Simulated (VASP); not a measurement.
Here is a VASP 6.6.1 calculation.

Contents of INCAR:

```
PREC = Accurate ; ENCUT = 520
EDIFF = 1E-6 ; ISMEAR = -1
SIGMA = 0.1 ; LREAL = False
LASPH = True ; NELM = 100
ALGO = Fast ; ISIF = 2
LWAVE = False ; LCHARG = False
GGA = PE ; NBANDS = 54
```

The input KPOINTS:

```
regular mesh
0
Gamma
  3 2 2
```

File POSCAR:

```
CsLiZnSe3
1.0
    5.9047170000     -0.2055260000     -0.3595730000
   -0.3264690000      7.0192250000      0.9461310000
   -1.0446320000     -0.1782630000      7.9159210000
Li Cs Se Zn
2 2 6 2
Direct
    0.6013858299      0.7868931881      0.1353557050
    0.6309299066      0.1927060764      0.7601566724
    0.1299937573      0.7690488547      0.3785521967
    0.1034579669      0.9216718042      0.8651513103
    0.8848267765      0.1829535072      0.1226442045
    0.5948725978      0.4513231905      0.0078212331
    0.8635200652      0.4802694734      0.6682635745
    0.4875975224      0.4312872349      0.3598400844
    0.3029356754      0.4410796432      0.7143832494
    0.4382672315      0.1188826846      0.1901123659
    0.6795309945      0.9936760266      0.5062986740
    0.0215825040      0.2572601274      0.4495546007
```

Potentials or basis: VASP PAW PBE potentials, release 64 (Li_sv, Cs_sv, Se, Zn).

The run is started by

```console
$ cat potpaw_PBE.64/Li_sv/POTCAR potpaw_PBE.64/Cs_sv/POTCAR potpaw_PBE.64/Se/POTCAR potpaw_PBE.64/Zn/POTCAR > POTCAR
$ mpirun -np 1 vasp_std > vasp.out
```

Estimate the band gap on the k mesh.

none (metal or under the smearing width).

What does it give for the largest force?

2.012 eV/Å.

Forces on the atoms (eV/Å):
```
Li  -0.018 -0.142  0.165
Li  -0.073  0.407  0.198
Cs  -0.401 -0.211  0.000
Cs  -0.007 -0.443 -0.412
Se   0.934 -0.569  0.606
Se  -0.128  1.676 -1.106
Se   0.448 -0.077 -0.218
Se   0.114  0.515  0.541
Se  -0.234 -0.113  0.677
Se  -0.448 -1.493 -0.066
Zn  -0.157  0.381 -0.357
Zn  -0.031  0.068 -0.029
```

Caveat: the k mesh is coarse (spacing up to 0.45 Å⁻¹), so the values aren't converged. Spin-orbit coupling is left out, which matters for the levels of Cs.
